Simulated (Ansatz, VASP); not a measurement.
**GeF2 in two plane-wave programs**

Wanted: the spread between two codes on one cell, functional and k mesh. The cell is generated by rule, not measured, and may not be a known phase. The cell is taken from a series of VASP runs on this material, whose earlier steps may have relaxed, scaled or displaced it; both programs get it as it stands.

Main program and level: Ansatz 0.2.0; plane waves, with VASP 6.6.1 beside it; zone-centre phonons at LDA.

The structure was built from a prototype and need not be the compound's stable phase.

### 1. Starting point

Symmetry: Fm-3m, No. 225, cubic system. The conventional cell has a = 4.948 Å, b = 4.948 Å, c = 4.948 Å, α = 90.00°, β = 90.00°, γ = 90.00°. Nearest to Ge lie 8 F at 2.14 Å. Nearest to F lie 4 Ge at 2.14 Å. Farther neighbours and most contacts between anions are not listed.

Coordinates:

```cif
data_structure
_symmetry_space_group_name_H-M 'P 1'
_symmetry_Int_Tables_number 1
_cell_length_a 3.4985
_cell_length_b 3.4985
_cell_length_c 3.4985
_cell_angle_alpha 60.000
_cell_angle_beta 60.000
_cell_angle_gamma 60.000
_cell_volume 30.28
loop_
_atom_site_label
_atom_site_type_symbol
_atom_site_fract_x
_atom_site_fract_y
_atom_site_fract_z
_atom_site_occupancy
Ge1 Ge 0.00000 0.00000 0.00000 1
F2 F 0.25000 0.25000 0.25000 1
F3 F 0.75000 0.75000 0.75000 1
```

### 2. Ansatz: zone-centre phonons, LDA

Ansatz runs on its default PAW (the set named soft_2) files.

Second derivatives magnify differences that forces hide, and they need a tight electronic threshold.

input.yaml reads:

```yaml
crystal:
  lattice:
    - [0.0, 2.47383, 2.47383]
    - [2.47383, 0.0, 2.47383]
    - [2.47383, 2.47383, 0.0]
  atoms:
    - { symbol: Ge, position: [0.0, 0.0, 0.0] }
    - { symbol: F, position: [0.25, 0.25, 0.25] }
    - { symbol: F, position: [0.75, 0.75, 0.75] }
hamiltonian:
  xc: lda
  pseudopotentials: { kind: paw }
kpoints:
  mp_grid: { grid: [14, 14, 14] }
scf:
  occupations: { method: fixed }
phonons:
  method: dfpt
  qpoints: [[0, 0, 0]]
  dielectric: true
  rigid_motions: translations
```

On the command line:

```sh
$ ansatz run input.yaml --threads 4 --pin off --max-ram 9216MiB --backend cpu --events-out ev --progress --plain --runs-dir out
```

Numbers of over 12 decimals in the logs are rounded to 6 here.

Output:

```text
Engine: ansatz 0.2.0, aarch64-unknown-linux-gnu
Pseudopotentials: kind: paw
Pseudopotential: Ge, paw, valence charge 14, recommended cutoff 420 eV (normal), Ge.paw.azcp
Pseudopotential: F, paw, valence charge 7, recommended cutoff 420 eV (normal), F.paw.azcp
Functional definition: SPW92
  exchange = slater_x
  correlation = pw_c
Crystal: 3 atoms, lattice volume = 30.279 Å³
Basis set: ecut = 420 eV, 609 PW (Γ), exchange–correlation on 48×48×48 points (8 copies of the dense FFT grid, shifted against one another)
Bands: 18, of which v1, the nominal top of the filled ones, is band 14 counted from 1 (13 counted from 0)
Symmetry: 48 space group operations
k-points: 428 of 2744 (irreducible under 4 space group operations, time reversal used)
Non-local potential: Ge, projectors of the file, l = 0: 2, l = 1: 2, l = 2: 3, l = 3: 1
Non-local potential: F, projectors of the file, l = 0: 2, l = 1: 2, l = 2: 1
PAW form: soft (Blöchl's): semilocal exchange-correlation on the pseudo side does not see the compensation charge
PAW frozen core: Ge, regenerated for the run's functional, and the local potential with it (the file was generated under x = pbe(κ = 0.804, μ = 0.219515), c = pbe(β = 0.066725))
PAW frozen core: F, regenerated for the run's functional, and the local potential with it (the file was generated under x = pbe(κ = 0.804, μ = 0.219515), c = pbe(β = 0.066725))
PAW one-centre angular grid: Ge, 590 points (default); XC on 64 Gauss nodes
PAW one-centre angular grid: F, 110 points (default); XC on 64 Gauss nodes
Initial density: superposition of atomic densities (neutral atoms: chi_scale 0, normalization atom), corrected by the library's trained network
Initial wavefunctions: pseudopotential atomic-orbital guess
Functional: x = slater, c = lda
SCF iter   1: F=—  HF=-5802.415290 eV  |F-HF|=—  |Δ(HF+E_count)|=         —  Δρ=1.98e-2  dr2=8.12e-2  ethr=1.77e-3  ⟨swp⟩=3.9  Hψ=31787  notcnv=0  defer=439
preconditioner: auto → none  [insulator: Δε(μ)=3.027 eV  Ē_g=21.957 eV  n_scr=14 (ndim 8)  ℏωp=35.7 eV  f_vac=0.082  ε∞_Penn≈3.6]
SCF iter   2: F=—  HF=-5802.396162 eV  |F-HF|=—  |Δ(HF+E_count)|=   1.91e-2  Δρ=9.86e-3  dr2=1.46e-2  ethr=2.90e-4  ⟨swp⟩=2.1  Hψ=16126  notcnv=0  defer=697
SCF iter   3: F=—  HF=-5802.391295 eV  |F-HF|=—  |Δ(HF+E_count)|=   4.87e-3  Δρ=1.77e-3  dr2=5.06e-4  ethr=5.22e-5  ⟨swp⟩=2.0  Hψ=11592  notcnv=0  defer=823
SCF iter   4: F=—  HF=-5802.391283 eV  |F-HF|=—  |Δ(HF+E_count)|=   1.21e-5  Δρ=3.49e-4  dr2=1.91e-5  ethr=1.81e-6  ⟨swp⟩=1.4  Hψ=8435  notcnv=0  defer=718
SCF iter   5: F=—  HF=-5802.391279 eV  |F-HF|=—  |Δ(HF+E_count)|=   4.33e-6  Δρ=5.23e-5  dr2=3.91e-7  ethr=6.81e-8  ⟨swp⟩=2.0  Hψ=13548  notcnv=0
SCF iter   6: F=—  HF=-5802.391279 eV  |F-HF|=—  |Δ(HF+E_count)|=   6.12e-7  Δρ=1.20e-5  dr2=2.80e-8  ethr=1.40e-9  ⟨swp⟩=2.0  Hψ=13282  notcnv=0
SCF iter   7: F=—  HF=-5802.391279 eV  |F-HF|=—  |Δ(HF+E_count)|=   2.45e-8  Δρ=1.52e-6  dr2=3.96e-10  ethr=1.00e-10  ⟨swp⟩=2.0  Hψ=13522  notcnv=0
SCF iter   8: F=-5802.391279 eV  HF=-5802.391279 eV  |F-HF|=2.73e-12  |Δ(HF+E_count)|=  3.67e-10  Δρ=5.53e-8  dr2=4.25e-13  ethr=1.00e-12  ⟨swp⟩=6.6  Hψ=39883  notcnv=0
SCF 1 converged in 8 iterations: F = -5802.391279 eV  dr2 = 4.25e-13
  greatest PAW one-centre occupation: 0.999 electrons in one spin orbital (limit 2), on the Ge atom at site 0 (counted from 0), in its partial waves of l = 2
NSCF: frozen V_eff on 2 k-points
DFPT response loops at Γ: preconditioner auto → none (the input reference at scf.mixing.eps_inf says where Resta's filter doesn't serve); β = 0.50; Broyden in place of MSR1
SCF converged after 8 iterations
Free energy (F): -5802.391279 eV
Harris-Foulkes:  -5802.391279 eV  (|F-HF|=2.73e-12)
Internal energy: -5802.391279 eV  (E = F + TS)
E sigma→0 (E₀):  -5802.391279 eV
Fermi energy:    10.233142 eV
--- Per-component energies (eV) ---
  E_band       = -134.486235
  E_kinetic    = 530.814959
  E_local      = -3043.829684  (includes V_loc(G=0)·N_el)
  E_nonlocal   = 566.604047
  E_hartree    = 1258.271399
  E_xc         = -235.109869
  E_vxc        = -271.760868  (∫ρ·V_xc dr)
  E_paw        = -2306.888282  (= ΣΔE_a)
  E_vpaw       = -432.861967  (= ΣTr[D̂ρ^β])
  E_aug_tail   = 0.004479  (compensation charges beyond the density's cutoff)
  E_ewald      = -2574.393158
  E_core_change = 2.134830  (= ΣΔE_core)
  E_smearing   = -0.000000  (= −TS)
  E_closure    = -0.000000  (closes the sum)
  Σ components = -5802.391279   (vs F -5802.391279, Δ=0.00e0)
--- Band table (eV; the first three rows and the last of 428) ---
  k-point 0: bands = [... 10 lower, 5.0555, 5.0555, 5.0555, 5.5816, 15.1245, 15.1245, 15.1245, 21.5049]
  k-point 1: bands = [... 10 lower, 4.3815, 5.0202, 5.0202, 6.3502, 15.0094, 15.2149, 15.2149, 21.8336]
  k-point 2: bands = [... 10 lower, 3.7730, 4.9170, 4.9170, 7.3364, 14.7738, 15.4728, 15.4728, 22.6311]
  k-point 427: bands = [... 10 lower, 3.5181, 5.8428, 5.8453, 10.2331, 15.9539, 16.1075, 17.7211, 18.6657]
--- Phonons (Γ-DFPT): 2 representative perturbations + reference, on 428 of 2744 k-points (Σ response iterations 6) ---
  k mesh reduced under 4 symmetry operations, with k and −k counted as one. Each operation leaves every solved perturbation unchanged. A smaller set is not considered because the run solves the response to a homogeneous field
  ASR residual: 3.526e-5 → 0.000e0 eV/Å²; symmetrization residual: 1.713e-6 eV/Å²
  ASR residual per site (eV/Å²): 3.53e-5 2.12e-7 2.12e-7
  Γ frequencies (cm⁻¹): 0.00 0.00 0.00 161.70 161.70 161.70 394.05 394.05 394.05
  ε∞ (high-frequency dielectric tensor):
        4.180067    -0.000000    -0.000000
        0.000000     4.180067     0.000000
        0.000000    -0.000000     4.180067
  ε⁰ (static dielectric tensor: ions relaxed, cell fixed):
       40.878479    -0.000000    -0.000000
       -0.000000    40.878479    -0.000000
       -0.000000    -0.000000    40.878479
  ε⁰ − ε∞ (ionic part):
       36.698411    -0.000000    -0.000000
       -0.000000    36.698411    -0.000000
       -0.000000    -0.000000    36.698411
  softest optical mode at Γ: 161.70 cm⁻¹; the repairs (sum rule, projections) moved no ω² at Γ by more than (0.59 cm⁻¹)²
  Born effective charges Z* (e; rows j = field, columns β = displacement):
    site 0:
         3.83793    0.00000    0.00000
        -0.00000    3.83793    0.00000
        -0.00000    0.00000    3.83793
    site 1:
        -1.91896   -0.00000   -0.00000
         0.00000   -1.91896   -0.00000
         0.00000   -0.00000   -1.91896
    site 2:
        -1.91896    0.00000   -0.00000
         0.00000   -1.91896   -0.00000
         0.00000   -0.00000   -1.91896
  Z* charge neutrality: 1.241e-5 e pre-enforcement
  k-mesh period / interband length: 49.0 Å / 1.15 Å = 42.70 at k = (0.0000, 0.3571, 0.3571), direct gap 4.026 eV — 14 or more, which is no proof of convergence
  optical modes at Γ without the LO–TO term, one row a degenerate level:
      ω (cm⁻¹)  modes    IR ((D/Å)²/amu)
        161.70      3            40.8671
        394.05      3             0.0000
  optical modes at Γ + LO–TO along q̂ = [1.0000, 0.0000, 0.0000]:
      ω (cm⁻¹)  modes    IR ((D/Å)²/amu)
        161.70      2            27.2447
        394.05      3             0.0000
        505.67      1            13.6224
  optical modes at Γ + LO–TO along q̂ = [0.0000, 1.0000, 0.0000]:
      ω (cm⁻¹)  modes    IR ((D/Å)²/amu)
        161.70      2            27.2447
        394.05      3             0.0000
        505.67      1            13.6224
  optical modes at Γ + LO–TO along q̂ = [0.0000, 0.0000, 1.0000]:
      ω (cm⁻¹)  modes    IR ((D/Å)²/amu)
        161.70      2            27.2447
        394.05      3             0.0000
        505.67      1            13.6224
--- Phonons (arbitrary-q DFPT): 1 explicit q-point ---
  q = [0, 0, 0] (of the zone-centre solve; hermiticity 4.82e-7, symmetrization 4.35e-8): -0.00 -0.00 0.00 161.70 161.70 161.70 394.05 394.05 394.05
  sum rule: each row above includes the acoustic sum rule's correction from the zone centre's row sums; it moved no ω² by more than (0.36 cm⁻¹)²
```

Run time: 28 s. Hardware: 4 threads of Arm Neoverse V1, shared host; peak memory 1.1 GiB; 1.8 min of CPU time.

[end of part 1 of 3]

[Lines on the potential files, build, host, timing and source positions are cut from VASP's logs without a mark.]

[Logs are printed without paths, hosts, clocks, repeated set-up lines and the standing remarks that a program may print on its own settings, such as how far it seeks lower states.]

[Hosts, paths, dates, database ids (printed as entryN), source tags and the programs' standing remarks are cut or masked in the printed files.]
